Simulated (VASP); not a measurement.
Input for VASP

**KPOINTS**
```
kpoints
0
Gamma
  11 11 11
0 0 0
```

### POSCAR
```
ScGa3
1
    4.0001250000     0.0000000000     0.0000000000
    0.0000000000     4.0001250000     0.0000000000
    0.0000000000     0.0000000000     4.0001250000
Sc Ga
1 3
Direct
  0.0000000000   0.0000000000   0.0000000000
  0.5000000000   0.5000000000   0.0000000000
  0.0000000000   0.5000000000   0.5000000000
  0.5000000000   0.0000000000   0.5000000000
```

INCAR:
```
! general
SYSTEM   =  ScGa3
PREC     =  Accurate
ENCUT    =  300
LREAL    =  F   ! projection in real space or not
LASPH    =  T

! electronic loop
EDIFF    =  1E-6
NELM     =  100   ! most electronic steps
ALGO     =  Normal   ! blocked Davidson
LMAXMIX  =  4

! smearing
ISMEAR   =  -1
SIGMA    =  0.136

! functional
GGA      =  PS   ! PBEsol

! ions
ISIF     =  2   ! forces and stress, cell fixed

! output
LWAVE    =  F
LCHARG   =  F
```

POTCAR, in this order: Sc_sv Ga_d (PBE.64 set). Program: vasp_std.

Write an equivalent input for Quantum ESPRESSO's pw.x.

One equivalent input (not run):
```
&CONTROL
  calculation = 'scf'
  pseudo_dir = './pseudo'
  outdir = './out'
  tprnfor = .true.
  tstress = .true.
/
&SYSTEM
  ibrav = 0
  nat = 4
  ntyp = 2
  ecutwfc = 80
  occupations = 'smearing'
  smearing = 'fermi-dirac'
  degauss = 0.009996
  input_dft = 'pbesol'
/
&ELECTRONS
  conv_thr = 7.3e-08
  electron_maxstep = 100
/
ATOMIC_SPECIES
  Sc 44.956 Sc.upf
  Ga 69.723 Ga.upf
CELL_PARAMETERS angstrom
     4.0001250    0.0000000    0.0000000
     0.0000000    4.0001250    0.0000000
     0.0000000    0.0000000    4.0001250
ATOMIC_POSITIONS crystal
  Sc   0.0000000  0.0000000  0.0000000
  Ga   0.5000000  0.5000000  0.0000000
  Ga   0.0000000  0.5000000  0.5000000
  Ga   0.5000000  0.0000000  0.5000000
K_POINTS automatic
  11 11 11 0 0 0
```
Limits of the translation: the potentials are each code's own (VASP's PAW set, PseudoDojo norm-conserving files in pw.x), so ENCUT and ecutwfc are chosen apart and not converted; conv_thr bounds pw.x's estimated SCF error, while EDIFF bounds the energy change between steps.

The structure comes from a computed database's ScGa3 entry; how it stands against other phases isn't given here. The cell was not relaxed at this level, and its volume differs by -5.9 % from the start's.
